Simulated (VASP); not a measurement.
```
CELL_PARAMETERS angstrom
      0.00000     2.98982     2.98982
      2.98982     0.00000     2.98982
      2.98982     2.98982     0.00000
ATOMIC_POSITIONS crystal
  Cu 0.00000 0.00000 0.00000
  I  0.25000 0.25000 0.25000
```

Level of theory: PBE GGA, VASP's PBE PAW potentials (set 64) (plane waves; VASP 6.6.1). Run with 480 eV cut-off, 8×8×8 Γ-centred mesh, Gaussian smearing of 0.050 eV, potentials Cu I.

Problem. Give the stress tensor in GPa (positive for a compressed cell).

Solution. 
```
2.17  0.00  0.00
0.00  2.17  0.00
0.00  0.00  2.17
```
The pressure is its mean diagonal, 2.17 GPa.

The compound is CuI in the zinc blende structure. This cell was strained or had an atom moved on purpose.
